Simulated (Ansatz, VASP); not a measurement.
## Cross-check of Mo between VASP and Ansatz

One calculation is typed for both programs; each brings its own data sets. How far apart do they land? The cell is taken from a series of runs on this material, whose earlier steps may have relaxed, scaled, displaced or heated it; both programs get it as it stands.

Method: plane waves, with VASP 6.6.1 beside it; relaxation of cell and atoms at LDA, in Ansatz 0.2.0.

## 1. Set-up

Symmetry: Im-3m, No. 229, cubic system. Conventional cell: a = 3.113 Å, b = 3.113 Å, c = 3.113 Å, α = 90.00°, β = 90.00°, γ = 90.00°. Mo has 8 Mo at 2.70 Å nearest.

## 2. Ansatz: relaxation of cell and atoms, LDA

Ansatz runs on its PAW soft_1 files.

The relaxed volume is the usual yardstick between codes: in a stiff, nearly cubic crystal its relative difference is about their pressure difference at one cell divided by the bulk modulus.

Contents of input.yaml:

```yaml
crystal:
  lattice:
    - [-1.5564031576, 1.5564031576, 1.5564031576]
    - [1.5564031576, -1.5564031576, 1.5564031576]
    - [1.5564031576, 1.5564031576, -1.5564031576]
  atoms:
    - { symbol: Mo, position: [0.0, 0.0, 0.0] }
kpoints:
  mp_grid: { grid: [18, 18, 18] }
hamiltonian:
  xc: lda
  pseudopotentials: { kind: paw, azcp: { folder: soft_1 }, xc_functional: pbe }
scf:
  occupations: { method: gaussian, width: 0.1 }
  lower_state_search: "off"
output:
  forces: true
  stress: true
  eigenvalues: true
relax:
  adjacent_minimum: "off"
  f_tol: 0.005
  max_steps: 80
  cell: { stress_tol: 0.05 }
```

Started as:

```sh
ansatz run input.yaml --threads 8 --pin off --max-ram 16384MiB --backend cpu --events-out ev --progress --plain --runs-dir out
```

Numbers of over 12 decimals in the logs are rounded to 6 here.

The program printed:

```text
Engine: ansatz 0.2.0, aarch64-unknown-linux-gnu
Pseudopotentials: kind: paw
Pseudopotential: Mo, paw, valence charge 14, recommended cutoff 420 eV (normal), soft_1/Mo.paw.azcp
Functional definition: SPW92
  exchange = slater_x
  correlation = pw_c
Crystal: 1 atoms, lattice volume = 15.081 Å³
Basis set: ecut = 420 eV, 321 PW (Γ)
Bands: 11, of which v1, the nominal top of the filled ones, is band 7 counted from 1 (6 counted from 0)
Symmetry: 48 space group operations
Space group: Im-3m (ITA 229), of the structure as read, at distance tolerance 2.5e-5 Å
k-points: 195 of 5832
Non-local potential: Mo, projectors of the file, l = 0: 3, l = 1: 2, l = 2: 2, l = 3: 1
PAW form: soft (Blöchl's): semilocal exchange-correlation on the pseudo side does not see the compensation charge
PAW frozen core: Mo, regenerated for the run's functional, and the local potential with it (the file was generated under x = pbe(κ = 0.804, μ = 0.219515), c = pbe(β = 0.066725))
PAW one-centre angular grid: Mo, 590 points (default); XC on 64 Gauss nodes
Initial density: superposition of atomic densities (chi_scale 0.1, normalization cell)
Initial wavefunctions: pseudopotential atomic-orbital guess
Functional: x = slater, c = lda
SCF iter   1: F=—  HF=-4843.576582 eV  |F-HF|=—  |Δ(HF+E_count)|=         —  Δρ=1.09e-1  dr2=1.73e0  ethr=3.10e-3  ⟨swp⟩=5.0  Hψ=11930  notcnv=0
preconditioner: auto → none  [metal: Δε(μ)=0.015 eV  Ē_g=8.952 eV  σ=0.100 eV  W_gap=0.09  n_scr=0 (ndim 8)  ℏωp=23.4 eV  f_vac=0.000  D(μ)=0.76/eV (n_scr^D=12)]
SCF iter   2: F=—  HF=-4842.904744 eV  |F-HF|=—  |Δ(HF+E_count)|=   6.72e-1  Δρ=3.31e-2  dr2=5.48e-2  ethr=3.10e-3  ⟨swp⟩=2.2  Hψ=5605  notcnv=0  defer=18
SCF iter   3: F=—  HF=-4842.889763 eV  |F-HF|=—  |Δ(HF+E_count)|=   1.50e-2  Δρ=1.32e-2  dr2=8.47e-3  ethr=3.92e-4  ⟨swp⟩=1.0  Hψ=2239  notcnv=0  defer=18
SCF iter   4: F=—  HF=-4842.887336 eV  |F-HF|=—  |Δ(HF+E_count)|=   2.43e-3  Δρ=3.67e-4  dr2=5.50e-6  ethr=6.05e-5  ⟨swp⟩=1.4  Hψ=2549  notcnv=0  defer=18
SCF iter   5: F=—  HF=-4842.887356 eV  |F-HF|=—  |Δ(HF+E_count)|=   1.95e-5  Δρ=5.75e-5  dr2=8.97e-8  ethr=7.14e-10  ⟨swp⟩=7.2  Hψ=12017  notcnv=0
SCF iter   6: F=-4842.887356 eV  HF=-4842.887356 eV  |F-HF|=3.78e-9  |Δ(HF+E_count)|=   1.28e-9  Δρ=9.44e-6  dr2=5.39e-9  ethr=6.41e-10  ⟨swp⟩=2.0  Hψ=7787  notcnv=0
SCF 1 converged in 6 iterations: F = -4842.887356 eV  dr2 = 5.39e-9
  greatest PAW one-centre occupation: 0.998 electrons in one spin orbital (limit 2), on the Mo atom at site 0 (counted from 0), in its partial waves of l = 0
relax step   1: F+E_penalty+E_count = -4842.88735567 eV  Δ(F+E_penalty+E_count) = +0.000e0 eV  max|allowed force component| = 0.000e0 eV/Å  Δτ_max = 0.0000 Å  P = -0.367 GPa  Ω = 15.081 Å³  (6 SCF iters, dr2 threshold 1.00e-7 eV, accepted)
[...]
relax step   2: F+E_penalty+E_count = -4842.88730750 eV  Δ(F+E_penalty+E_count) = +4.817e-5 eV  max|allowed force component| = 0.000e0 eV/Å  Δτ_max = 0.0000 Å  P = +0.669 GPa  Ω = 15.028 Å³  energy of the carried Pulay correction = +1.358e-6 eV  (3 SCF iters, dr2 threshold 1.00e-7 eV, rejected (line search))
[...]
relax step   3: F+E_penalty+E_count = -4842.88737762 eV  Δ(F+E_penalty+E_count) = -2.195e-5 eV  max|allowed force component| = 0.000e0 eV/Å  Δτ_max = 0.0000 Å  P = -0.001 GPa  Ω = 15.062 Å³  energy of the carried Pulay correction = +4.811e-7 eV  (5 SCF iters, accepted)
[...]
relax step   4: F+E_penalty+E_count = -4842.88737696 eV  Δ(F+E_penalty+E_count) = +6.618e-7 eV  max|allowed force component| = 0.000e0 eV/Å  Δτ_max = 0.0000 Å  P = -0.001 GPa  Ω = 15.062 Å³  stress off target by 7.33e-4 GPa  SCF on the basis re-selected at this cell (its energy is not comparable with the rows above)  (3 SCF iters)
basis re-selected at this cell: Δ(F+E_penalty+E_count) = +6.618e-7 eV, ΔP = +0.000 GPa vs the last step (what re-selecting the basis moved, of the pressure what is left beyond the Pulay correction that the steps carried, after the strain that the cell walked since its last selection, with what the two solves' SCF thresholds leave and, on support functions, any second-order correction that the steps lacked; it is no measure of the basis error at this ecutwfc). This SCF's stress stands 7.33e-4 GPa from its target on what of the cell is left free (relax.cell.stress_tol is 5.00e-2 GPa) and its largest allowed force component is 0.00e0 eV/Å (relax.f_tol is 5.00e-3 eV/Å): [rest of the remark cut]
SCF converged after 3 iterations
Free energy (F): -4842.887377 eV
Harris-Foulkes:  -4842.887377 eV  (|F-HF|=1.82e-12)
Internal energy: -4842.885223 eV  (E = F + TS)
E sigma→0 (E₀):  -4842.886300 eV
Entropy (-TS):   -0.002154 eV (-2.154 meV/atom)
Fermi energy:    21.748418 eV
--- Per-component energies (eV) ---
  E_band       = -46.140303
  E_kinetic    = 424.337505
  E_local      = -748.999243  (includes V_loc(G=0)·N_el)
  E_nonlocal   = 153.226874
  E_hartree    = 254.507090
  E_xc         = -175.959623
  E_vxc        = -220.329117  (∫ρ·V_xc dr)
  E_paw        = -3099.970478  (= ΣΔE_a)
  E_vpaw       = -163.390551  (= ΣTr[D̂ρ^β])
  E_aug_tail   = 0.000046  (compensation charges beyond the density's cutoff)
  E_ewald      = -1650.500209
  E_core_change = 0.472816  (= ΣΔE_core)
  E_smearing   = -0.002154  (= −TS)
  E_closure    = 0.000000  (closes the sum)
  Σ components = -4842.887377   (vs F -4842.887377, Δ=0.00e0)
--- Forces (eV/Å), atoms counted from 1 ---
  atom   1  Mo     0.00000000     0.00000000    -0.00000000
  max |Σ_I F_I| component: 1.23e-31 eV/Å
--- Stress (GPa, compression-positive) ---
       -0.000733      -0.000000       0.000000
        0.000000      -0.000733      -0.000000
        0.000000       0.000000      -0.000733
  P = ⅓ Tr σ = -0.0007 GPa (-0.007 kbar)
--- Band table (eV; the first three rows and the last of 195) ---
  k-point 0: bands = [... 3 lower, -12.6552, 14.3512, 20.2693, 20.2693, 20.2693, 23.4077, 23.4077, 36.4854]
  k-point 1: bands = [... 3 lower, -12.6556, 14.4946, 20.1873, 20.2567, 20.4049, 23.2836, 23.4096, 36.5956]
  k-point 2: bands = [... 3 lower, -12.6569, 14.9025, 19.9596, 20.2003, 20.8060, 23.0125, 23.4208, 36.8650]
  k-point 194: bands = [... 3 lower, -13.7413, 15.9710, 15.9710, 25.9345, 25.9345, 25.9345, 31.0434, 31.0434]
--- Relaxed structure (3 steps of the walk, 2 accepted, 1 SCFs on fresh bases) ---
  F+E_penalty+E_count = -4842.88737696 eV   max|allowed force component| = 0.000e0 eV/Å   (the final SCF, on the basis selected at the relaxed cell)
  cell:  # Å, volume = 15.0621 Å³
    - [-1.555759, 1.555759, 1.555759]
    - [1.555759, -1.555759, 1.555759]
    - [1.555759, 1.555759, -1.555759]
  atoms:
    - { symbol: Mo, position: [0.0, 0.0, 0.0] }
```

In the SCF lines HF is the Harris–Foulkes energy and dr2 the Hartree energy of the density residual, in eV; the loop may stop once dr2 is under the threshold and the program's other checks hold. Hψ counts applications of the Hamiltonian.

## 3. VASP: relaxation of cell and atoms, LDA

The same cell, functional (in two slightly different forms), mesh and smearing now go to VASP, with its own data sets.

Lines of VASP's logs that name or quote its potential files are left out, and so is its time.

Contents of INCAR:

```
SYSTEM = Mo
PREC = Accurate
ENCUT = 500
EDIFF = 1E-07
NELM = 120
ISMEAR = 0
SIGMA = 0.1
LREAL = .FALSE.
ALGO = Normal
GGA = PW92
NBANDS = 13
LASPH = .TRUE.
LORBIT = 11
LWAVE = .FALSE.
LCHARG = .FALSE.
ISIF = 3
IBRION = 2
NSW = 80
EDIFFG = -0.005
GGA_COMPAT = .FALSE.
NELMIN = 4
```

Contents of POSCAR:

```
Mo
1.0
   -1.5564030000      1.5564030000      1.5564030000
    1.5564030000     -1.5564030000      1.5564030000
    1.5564030000      1.5564030000     -1.5564030000
Mo
1
Direct
    0.0000000000      0.0000000000      0.0000000000
```

Contents of KPOINTS:

```
Automatic mesh
0
Gamma
18 18 18
0 0 0
```

Potentials, in the order of the species: Mo_sv (LDA family, release 64).

Started as:

```sh
mpirun -np 1 vasp_std
```

The program printed:

```text
[banner, memory and clock lines left out]
running    1 mpi-ranks, on    1 nodes
 distrk:  each k-point on    1 cores,    1 groups
 distr:  one band on    1 cores,    1 groups

 POSCAR found type information on POSCAR Mo
 POSCAR found :  1 types and       1 ions
|                                                                             |
|               ----> ADVICE to this user running VASP <----                  |
|                                                                             |
|     You enforced a specific xc type in the INCAR file but a different       |
|     [... a line on the potential file left out ...]
|     I HOPE YOU KNOW WHAT YOU ARE DOING!                                     |
|                                                                             |

 LDA part: xc-table for (Slater(with rela. corr.)+PW92), standard interpolation
 POSCAR, INCAR and KPOINTS ok, starting setup
 FFT: planning ... GRIDC
 FFT: planning ... GRID_SOFT
 FFT: planning ... GRID
 WAVECAR not read
 entering main loop
       N       E                     dE             d eps       ncg     rms          rms(c)
DAV:   1     0.929208813067E+02    0.92921E+02   -0.76967E+03  5107   0.108E+03
DAV:   2    -0.116617242221E+02   -0.10458E+03   -0.10090E+03  5610   0.316E+02
DAV:   3    -0.128264586043E+02   -0.11647E+01   -0.11615E+01  5720   0.343E+01
DAV:   4    -0.128292713036E+02   -0.28127E-02   -0.28127E-02  5580   0.199E+00
DAV:   5    -0.128292904877E+02   -0.19184E-04   -0.19183E-04  5835   0.148E-01    0.168E+01
DAV:   6    -0.122217553521E+02    0.60754E+00   -0.70434E-01  5225   0.107E+01    0.445E+00
DAV:   7    -0.121297965803E+02    0.91959E-01   -0.13362E-01  5560   0.433E+00    0.913E-01
DAV:   8    -0.121229861339E+02    0.68104E-02   -0.46680E-03  5270   0.865E-01    0.216E-01
DAV:   9    -0.121229596982E+02    0.26436E-04   -0.13512E-04  5962   0.141E-01    0.776E-02
DAV:  10    -0.121229706738E+02   -0.10976E-04   -0.79943E-06  5330   0.334E-02    0.313E-03
DAV:  11    -0.121229706987E+02   -0.24870E-07   -0.75889E-08  4120   0.349E-03
   1 F= -.12122971E+02 E0= -.12121909E+02  d E =-.121230E+02
 curvature:   0.00 expect dE= 0.000E+00 dE for cont linesearch  0.000E+00
 trial: gam= 0.00000 g(F)=  0.281E-62 g(S)=  0.366E-03 ort = 0.000E+00 (trialstep = 0.100E+01)
 search vector abs. value=  0.366E-03
 bond charge predicted
       N       E                     dE             d eps       ncg     rms          rms(c)
DAV:   1    -0.121321223667E+02   -0.91517E-02   -0.20021E-01  5145   0.612E+00    0.117E+00
DAV:   2    -0.121231260426E+02    0.89963E-02   -0.14299E-02  5085   0.159E+00    0.182E-01
DAV:   3    -0.121225167145E+02    0.60933E-03   -0.20850E-03  5335   0.579E-01    0.181E-01
DAV:   4    -0.121226103038E+02   -0.93589E-04   -0.54625E-05  5255   0.749E-02    0.947E-03
DAV:   5    -0.121226096074E+02    0.69639E-06   -0.28139E-06  5750   0.218E-02    0.199E-03
DAV:   6    -0.121226095546E+02    0.52823E-07   -0.47789E-08  3010   0.285E-03
   2 F= -.12122610E+02 E0= -.12121522E+02  d E =0.361144E-03
 trial-energy change:    0.000361  1 .order    0.000361   -0.000366    0.001089
 step:   0.2517(harm=  0.2517)  dis= 0.00000  next Energy=   -12.123017 (dE=-0.461E-04)
 bond charge predicted
       N       E                     dE             d eps       ncg     rms          rms(c)
DAV:   1    -0.121283314728E+02   -0.57219E-02   -0.11164E-01  5135   0.456E+00    0.907E-01
DAV:   2    -0.121233186274E+02    0.50128E-02   -0.78225E-03  5090   0.118E+00    0.135E-01
DAV:   3    -0.121229657188E+02    0.35291E-03   -0.11686E-03  5325   0.435E-01    0.144E-01
DAV:   4    -0.121230174390E+02   -0.51720E-04   -0.28490E-05  5245   0.553E-02    0.701E-03
DAV:   5    -0.121230176097E+02   -0.17063E-06   -0.19064E-06  5740   0.177E-02    0.129E-03
DAV:   6    -0.121230175754E+02    0.34227E-07   -0.28196E-08  2840   0.214E-03
   3 F= -.12123018E+02 E0= -.12121950E+02  d E =-.468767E-04
 curvature:  -0.13 expect dE=-0.563E-09 dE for cont linesearch -0.563E-09
 trial: gam= 0.00000 g(F)=  0.973E-62 g(S)=  0.448E-08 ort =-0.128E-05 (trialstep = 0.850E+00)
 search vector abs. value=  0.458E-08
 reached required accuracy - stopping structural energy minimisation
```

From OUTCAR (step 3):

```text
ion  position               nearest neighbor table
   1  0.000  0.000  0.000-

  LATTYP: Found a body centered cubic cell.
 ALAT       =     3.1128060000

 Subroutine GETGRP returns: Found 48 space group operations
 (whereof 48 operations were pure point group operations)

The static configuration has the point symmetry O_h .

 Found    195 irreducible k-points:

   k-points           NKPTS =    195   k-points in BZ     NKDIM =    195   number of bands    NBANDS=     13

   dimension x,y,z NGX =    20 NGY =   20 NGZ =   20
   dimension x,y,z NGXF=    40 NGYF=   40 NGZF=   40

   ENCUT  =  500.0 eV  36.75 Ry    6.06 a.u.   4.92  4.92  4.92*2*pi/ulx,y,z

   NELECT =      14.0000    total number of electrons

 k-points in reciprocal lattice and weights: Automatic mesh
   0.00000000  0.00000000  0.00000000       0.000
   0.05555556  0.00000000  0.00000000       0.002
   0.11111111  0.00000000  0.00000000       0.002
   0.16666667  0.00000000  0.00000000       0.002
   0.22222222  0.00000000  0.00000000       0.002
   0.27777778  0.00000000  0.00000000       0.002
   0.33333333  0.00000000  0.00000000       0.002
   0.38888889  0.00000000  0.00000000       0.002
   0.44444444  0.00000000  0.00000000       0.002
[...]
0.50000000  0.50000000  0.44444444       0.002
   0.50000000  0.50000000  0.50000000       0.000

 average (electrostatic) potential at core
       1 -68.6995

 E-fermi :  13.0545

 k-point     1 :       0.0000    0.0000    0.0000
  band No.  band energies     occupation
    ...
      4     -21.2835      2.00000
      5       5.6932      2.00000
      6      11.5781      2.00000
      7      11.5781      2.00000
      8      11.5781      2.00000
      9      14.7079      0.00000
     10      14.7079      0.00000
     11      27.9009      0.00000
     12      27.9009      0.00000
     13      27.9009      0.00000

 k-point     2 :       0.0556    0.0000    0.0000
  band No.  band energies     occupation
    ...
      4     -21.2840      2.00000
      5       5.8364      2.00000
      6      11.4962      2.00000
      7      11.5653      2.00000
      8      11.7131      2.00000
      9      14.5839      0.00000
     10      14.7095      0.00000
     11      28.0122      0.00000
     12      28.1421      0.00000
     13      28.1998      0.00000

 k-point     3 :       0.1111    0.0000    0.0000
  band No.  band energies     occupation
    ...
      4     -21.2852      2.00000
      5       6.2434      2.00000
      6      11.2687      2.00000
      7      11.5088      2.00000
      8      12.1125      2.00000
      9      14.3130      0.00000
     10      14.7202      0.00000
     11      28.2829      0.00000
     12      28.8446      0.00000
     13      28.9513      0.00000

  Total       -0.0001759     -0.0001759     -0.0001759      0.0000000      0.0000000     -0.0000000
  in kB       -0.0186514     -0.0186514     -0.0186514      0.0000000      0.0000000     -0.0000000
  external PRESSURE =      -0.0186514 kB  Pullay stress =       0.0000000 kB

  energy-cutoff  :      500.00
  volume of cell :       15.11
      direct lattice vectors                 reciprocal lattice vectors
    -1.557353702  1.557353702  1.557353702     0.000000000  0.321057445  0.321057445
     1.557353702 -1.557353702  1.557353702     0.321057445  0.000000000  0.321057445
     1.557353702  1.557353702 -1.557353702     0.321057445  0.321057445  0.000000000

 POSITION                                       TOTAL-FORCE (eV/Angst)
 -----------------------------------------------------------------------------------
      0.00000      0.00000     -0.00000        -0.000000     -0.000000     -0.000000
 -----------------------------------------------------------------------------------
    total drift:                                0.000000     -0.000000      0.000000

  FREE ENERGIE OF THE ION-ELECTRON SYSTEM (eV)
  ---------------------------------------------------
  free  energy   TOTEN  =       -12.1230175754 eV

  energy  without entropy=      -12.1208817787  energy(sigma->0) =      -12.12194968

 reached required accuracy - stopping structural energy minimisation

 total charge
# of ion       s       p       d       tot
------------------------------------------
    1        2.398   6.217   3.986  12.601

[... 3 further parts left out ...]
```

CONTCAR:

```
Mo
   1.00000000000000
    -1.5573537019143375    1.5573537019143375    1.5573537019143375
     1.5573537019143375   -1.5573537019143375    1.5573537019143375
     1.5573537019143375    1.5573537019143375   -1.5573537019143375
  Mo
     1
Direct
     0.0000000000000000    0.0000000000000000    0.0000000000000000
```

## 4. Side by side

Known differences besides the potentials themselves: the cutoff is 420 eV in Ansatz and 500 eV in VASP; VASP's log shows a relativistic correction to its local exchange, Ansatz's none; Ansatz adds a Pulay correction to the stress that steers its cell, VASP none. Total energies have different zeros and are not compared.

Both answers:

```tsv
quantity	Ansatz	VASP	difference
volume (Å³)	15.06	15.11	-0.31 %
edge a after relaxation, in the typed setting (Å)	2.695	2.697	-0.10 %
```

## 5. Outcome

```yaml
difference_in_volume_relaxation_of_cell_and_atoms_lda: -0.31 %
```

The difference in volume is -0.31 % (relaxation of cell and atoms, LDA), within the 1.2 % picked in this series as the mark of a large difference, as far as the stopping tolerances let one tell. How closely two codes agree says nothing of how well the functional describes the real material.

[Lines on the potential files, build, host, timing and source positions are cut from VASP's logs without a mark.]

[Logs are printed without paths, hosts, clocks, repeated set-up lines and the standing remarks that a program may print on its own settings, such as how far it seeks lower states.]

[Hosts, paths, dates, database ids (printed as entryN), source tags and the programs' standing remarks are cut or masked in the printed files.]
